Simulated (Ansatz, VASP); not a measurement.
**SrB3 in VASP and in Ansatz**

```
Sr B
1.0
     0.00000    3.16530    3.16530
     3.16530    0.00000    3.16530
     3.16530    3.16530    0.00000
Sr B
1 3
Direct
  0.00000 0.00000 0.00000
  0.50000 0.50000 0.50000
  0.25000 0.25000 0.25000
  0.75000 0.75000 0.75000
```

Alike in both runs: task single point; functional PBE; k mesh 6 × 6 × 6; occupations gaussian, width 0.1 eV; no spin polarisation.

```csv
,VASP,Ansatz
version,VASP 6.6.1,Ansatz 0.2.0
potentials or method,"VASP PAW PBE potentials, release 64 (Sr_sv, B)","scalar-relativistic, plane waves, PAW"
plane-wave cutoff (eV),520,420
valence electrons in the cell,19,19
```

|  | VASP | Ansatz | Ansatz less VASP |
| --- | --- | --- | --- |
| gap on the k mesh at the Fermi level (eV) | none | none | - |
| pressure (GPa) | -7.5 | -7.8 | -0.29 |

A gap of «none» marks a metal or a gap that the smearing closes.
